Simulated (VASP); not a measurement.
Calculation: PBE GGA, VASP's PBE PAW potentials (set 64) (plane waves; VASP 6.6.1).

VASP ran on this input.

**INCAR**
```
EDIFF = 1E-8
NSW = 30
SYSTEM = MgS
ENCUT = 400
LWAVE = .FALSE.
LREAL = .FALSE.   # projection in real space or not
SIGMA = 0.05
ISMEAR = 0   # Gaussian
ALGO = Normal   # blocked Davidson
LASPH = .TRUE.
PREC = Accurate
GGA = PE   # PBE
ISIF = 2   # forces and stress, cell fixed
LCHARG = .FALSE.
IBRION = 1   # quasi-Newton
EDIFFG = -0.001   # ionic stop
NELM = 100
```

File POSCAR:
```
MgS
1.0
  0.0000000000   2.6116333952   2.6116333952
  2.6116333952   0.0000000000   2.6116333952
  2.6116333952   2.6116333952   0.0000000000
Mg S
1 1
Direct
  0.0000000000   0.0000000000   0.0000000000
  0.5000000000   0.5000000000   0.5000000000
```

**KPOINTS**
```
Automatic mesh
0
Gamma
8 8 8
0 0 0
```

POTCAR, in this order: Mg S (PBE.64 set). Program: vasp_std.

What VASP printed:

### OUTCAR
```
 ion  position               nearest neighbor table
   1  0.000  0.000  0.000-   2 2.61   2 2.61   2 2.61   2 2.61   2 2.61   2 2.61
   2  0.500  0.500  0.500-   1 2.61   1 2.61   1 2.61   1 2.61   1 2.61   1 2.61
  LATTYP: Found a face centered cubic cell.
 ALAT       =     5.2232667904
 Subroutine PRICEL returns:
 Original cell was already a primitive cell.
 Subroutine GETGRP returns: Found 48 space group operations
The static configuration has the point symmetry O_h .
The dynamic configuration has the point symmetry O_h .
 Subroutine INISYM returns: Found 48 space group operations
 Subroutine IBZKPT returns following result:
 Found     29 irreducible k-points:

 Following reciprocal coordinates:
            Coordinates               Weight
  0.000000  0.000000  0.000000      1.000000
  0.125000  0.000000  0.000000      8.000000
  0.250000  0.000000  0.000000      8.000000
  0.375000  0.000000  0.000000      8.000000
  0.500000  0.000000  0.000000      4.000000
  0.125000  0.125000  0.000000      6.000000
  0.250000  0.125000  0.000000     24.000000
  0.375000  0.125000  0.000000     24.000000
  0.500000  0.125000  0.000000     24.000000
 -0.375000  0.125000  0.000000     24.000000
 -0.250000  0.125000  0.000000     24.000000
 -0.125000  0.125000  0.000000     12.000000
  0.250000  0.250000  0.000000      6.000000
  0.375000  0.250000  0.000000     24.000000
  0.500000  0.250000  0.000000     24.000000
 -0.375000  0.250000  0.000000     24.000000
 -0.250000  0.250000  0.000000     12.000000
  0.375000  0.375000  0.000000      6.000000
  0.500000  0.375000  0.000000     24.000000
 -0.375000  0.375000  0.000000     12.000000
  0.500000  0.500000  0.000000      3.000000
  0.375000  0.250000  0.125000     24.000000
  0.500000  0.250000  0.125000     48.000000
 -0.375000  0.250000  0.125000     24.000000
...
```

OSZICAR:
```
       N       E                     dE             d eps       ncg     rms          rms(c)
DAV:   1     0.177562591390E+02    0.17756E+02   -0.33019E+03   520   0.656E+02
DAV:   2    -0.815849539000E+01   -0.25915E+02   -0.24741E+02   648   0.943E+01
DAV:   3    -0.890849467538E+01   -0.75000E+00   -0.75000E+00   528   0.218E+01
DAV:   4    -0.891246814886E+01   -0.39735E-02   -0.39735E-02   784   0.181E+00
DAV:   5    -0.891247100637E+01   -0.28575E-05   -0.28575E-05   560   0.389E-02    0.435E+00
DAV:   6    -0.854361396459E+01    0.36886E+00   -0.95904E-01   496   0.483E+00    0.343E+00
DAV:   7    -0.850283305668E+01    0.40781E-01   -0.23693E-01   608   0.259E+00    0.229E+00
DAV:   8    -0.850284720797E+01   -0.14151E-04   -0.13614E-02   544   0.983E-01    0.900E-01
DAV:   9    -0.850266043257E+01    0.18678E-03   -0.55561E-04   560   0.191E-01    0.283E-01
DAV:  10    -0.850269886490E+01   -0.38432E-04   -0.15089E-04   656   0.798E-02    0.137E-02
DAV:  11    -0.850269645624E+01    0.24087E-05   -0.21360E-05   536   0.240E-02    0.117E-02
DAV:  12    -0.850269645186E+01    0.43765E-08   -0.41967E-07   664   0.549E-03    0.168E-03
DAV:  13    -0.850269645489E+01   -0.30254E-08   -0.19512E-08   576   0.120E-03
   1 F= -.85026965E+01 E0= -.85026965E+01  d E =-.850270E+01
```

### OUTCAR
```
------------------------ aborting loop because EDIFF is reached ----------------------------------------
  FORCE on cell =-STRESS in cart. coord.  units (eV):
  Direction    XX          YY          ZZ          XY          YZ          ZX
  --------------------------------------------------------------------------------------
  Total        0.0002675      0.0002675      0.0002675     -0.0000000      0.0000000     -0.0000000
  in kB        0.0120279      0.0120279      0.0120279     -0.0000000      0.0000000     -0.0000000
  external PRESSURE =       0.0120279 kB  Pullay stress =       0.0000000 kB
  volume of cell :       35.63
      direct lattice vectors                 reciprocal lattice vectors
     0.000000000  2.611633395  2.611633395    -0.191451067  0.191451067  0.191451067
     2.611633395  0.000000000  2.611633395     0.191451067 -0.191451067  0.191451067
     2.611633395  2.611633395  0.000000000     0.191451067  0.191451067 -0.191451067
 POSITION                                       TOTAL-FORCE (eV/Angst)
 -----------------------------------------------------------------------------------
      0.00000      0.00000      0.00000        -0.000000      0.000000      0.000000
      2.61163      2.61163      2.61163         0.000000     -0.000000      0.000000
 -----------------------------------------------------------------------------------
    total drift:                               -0.000000     -0.000000      0.000000
  FREE ENERGIE OF THE ION-ELECTRON SYSTEM (eV)
  ---------------------------------------------------
  free  energy   TOTEN  =        -8.5026964549 eV

  energy  without entropy=       -8.5026964549  energy(sigma->0) =       -8.50269645

 reached required accuracy - stopping structural energy minimisation
```
(Selected blocks of OUTCAR.)

File OUTCAR:
```
 val. band max:        3.6240494856   @ k =   0.0000   0.0000   0.0000

 cond. band min:       6.3744373929   @ k =   0.5000   0.5000   0.0000


 Fermi energy:         3.9051803204

 k-point     1 :       0.0000    0.0000    0.0000
  band No.  band energies     occupation
      1      -8.9785      2.00000
      2       3.6240      2.00000
      3       3.6240      2.00000
      4       3.6240      2.00000
      5       7.2439      0.00000
      6      11.5854      0.00000
      7      11.5854      0.00000
      8      11.5854      0.00000

 k-point     2 :       0.1250    0.0000    0.0000
  band No.  band energies     occupation
      1      -8.8302      2.00000
      2       2.5838      2.00000
      3       3.5255      2.00000
      4       3.5255      2.00000
      5       8.0506      0.00000
      6      11.2582      0.00000
      7      11.8271      0.00000
      8      11.8271      0.00000

 k-point     3 :       0.2500    0.0000    0.0000
  band No.  band energies     occupation
      1      -8.4299      2.00000
      2       0.8459      2.00000
      3       3.3103      2.00000
      4       3.3103      2.00000
      5       8.5399      0.00000
      6      11.4311      0.00000
      7      11.4311      0.00000
      8      11.8631      0.00000

 k-point     4 :       0.3750    0.0000    0.0000
  band No.  band energies     occupation
      1      -7.9430      2.00000
      2      -0.5759      2.00000
      3       3.1205      2.00000
      4       3.1205      2.00000
      5       8.2899      0.00000
      6      10.7639      0.00000
      7      10.7639      0.00000
      8      13.2675      0.00000

 k-point     5 :       0.5000    0.0000    0.0000
  band No.  band energies     occupation
      1      -7.7023      2.00000
      2      -1.1442      2.00000
      3       3.0479      2.00000
      4       3.0479      2.00000
      5       8.1553      0.00000
      6      10.5176      0.00000
      7      10.5176      0.00000
...
```

The compound is MgS in the rock salt structure. It was relaxed first. The start is the result of an earlier pass.
